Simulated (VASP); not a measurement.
Level of theory: PBE GGA, VASP's PBE PAW potentials (set 64) (plane waves; VASP 6.6.1).

The input files of a VASP run:

**KPOINTS**
```
Automatic
0
gamma
  8 8 8
```

INCAR:
```
SYSTEM = FeO
PREC = Accurate
ENCUT = 520
EDIFF = 1E-6
NELM = 100
ALGO = Normal
LREAL = .FALSE.
LASPH = .TRUE.
ISMEAR = 0
SIGMA = 0.05
GGA = PE
LMAXMIX = 4
ISPIN = 1
LORBIT = 10
LWAVE = .FALSE.
LCHARG = .FALSE.
ISIF = 2
```

File POSCAR:
```
FeO
1
    4.4166000000     2.2083000000     2.2083000000
    2.2083000000     4.4166000000     2.2083000000
    2.2083000000     2.2083000000     4.4166000000
Fe O
2 2
Direct
  0.0000000000   0.0000000000   0.0000000000
  0.5000000000   0.5000000000   0.5000000000
  0.2500000000   0.2500000000   0.2500000000
  0.7500000000   0.7500000000   0.7500000000
```

POTCAR, in this order: Fe O (PBE.64 set). Program: vasp_std.

What VASP printed:

File OSZICAR:
```
       N       E                     dE             d eps       ncg     rms          rms(c)
DAV:   1     0.251794844143E+03    0.25179E+03   -0.13801E+04  2364   0.184E+03
DAV:   2     0.850286002201E+01   -0.24329E+03   -0.23605E+03  2366   0.393E+02
DAV:   3    -0.293683819071E+02   -0.37871E+02   -0.36134E+02  3244   0.155E+02
DAV:   4    -0.316342966736E+02   -0.22659E+01   -0.21174E+01  3298   0.371E+01
DAV:   5    -0.317115370731E+02   -0.77240E-01   -0.66604E-01  3036   0.596E+00    0.182E+01
DAV:   6    -0.332911467664E+02   -0.15796E+01   -0.88226E+01  3522   0.114E+02    0.315E+01
DAV:   7    -0.266195481219E+02    0.66716E+01   -0.65653E+01  4214   0.109E+02    0.652E+00
DAV:   8    -0.264837670951E+02    0.13578E+00   -0.29627E+00  3508   0.207E+01    0.201E+00
DAV:   9    -0.265190789740E+02   -0.35312E-01   -0.25652E-01  3332   0.406E+00    0.131E+00
DAV:  10    -0.264963088035E+02    0.22770E-01   -0.52394E-02  3726   0.356E+00    0.362E-01
DAV:  11    -0.264957382190E+02    0.57058E-03   -0.12240E-02  3550   0.128E+00    0.123E-01
DAV:  12    -0.264957295209E+02    0.86981E-05   -0.38219E-04  2888   0.214E-01    0.103E-01
DAV:  13    -0.264956755879E+02    0.53933E-04   -0.60000E-04  2930   0.191E-01    0.480E-02
DAV:  14    -0.264956430370E+02    0.32551E-04   -0.22362E-04  3358   0.208E-01    0.210E-02
DAV:  15    -0.264956369449E+02    0.60921E-05   -0.18195E-05  3048   0.463E-02    0.529E-03
DAV:  16    -0.264956366873E+02    0.25760E-06   -0.32224E-06  2034   0.202E-02
   1 F= -.26495637E+02 E0= -.26481461E+02  d E =-.283520E-01
```

File OUTCAR:
```
------------------------ aborting loop because EDIFF is reached ----------------------------------------
  FORCE on cell =-STRESS in cart. coord.  units (eV):
  Direction    XX          YY          ZZ          XY          YZ          ZX
  --------------------------------------------------------------------------------------
  Total       -8.6365883     -8.6365883     -8.6365883     -0.0042825     -0.0042825     -0.0042825
  in kB     -321.2318457   -321.2318457   -321.2318457     -0.1592836     -0.1592836     -0.1592836
  external PRESSURE =    -321.2318457 kB  Pullay stress =       0.0000000 kB
  volume of cell :       43.08
      direct lattice vectors                 reciprocal lattice vectors
     4.416600000  2.208300000  2.208300000     0.339627768 -0.113209256 -0.113209256
     2.208300000  4.416600000  2.208300000    -0.113209256  0.339627768 -0.113209256
     2.208300000  2.208300000  4.416600000    -0.113209256 -0.113209256  0.339627768
 POSITION                                       TOTAL-FORCE (eV/Angst)
 -----------------------------------------------------------------------------------
      0.00000      0.00000      0.00000         0.000000     -0.000000      0.000000
      4.41660      4.41660      4.41660        -0.000000     -0.000000     -0.000000
      2.20830      2.20830      2.20830         0.000000      0.000000      0.000000
      6.62490      6.62490      6.62490        -0.000000      0.000000     -0.000000
 -----------------------------------------------------------------------------------
    total drift:                                0.000000     -0.000000     -0.000000
  FREE ENERGIE OF THE ION-ELECTRON SYSTEM (eV)
  ---------------------------------------------------
  free  energy   TOTEN  =       -26.4956366873 eV

  energy  without entropy=      -26.4672846464  energy(sigma->0) =      -26.48146067

 total charge

# of ion       s       p       d       tot
------------------------------------------
    1        0.239   0.274   6.237   6.750
    2        0.239   0.274   6.237   6.750
    3        1.553   3.336   0.000   4.889
    4        1.553   3.336   0.000   4.889
--------------------------------------------------
tot          3.583   7.220  12.474  23.278
```
(Selected blocks of OUTCAR.)

The compound is FeO in the rock salt, AFM-II order structure. The cell was not relaxed at this level. The run is one of a series of settings (ISPIN = 1, the spin start removed against the base run), some of them coarse on purpose. The run is not spin-polarised, so no magnetic state was tried.
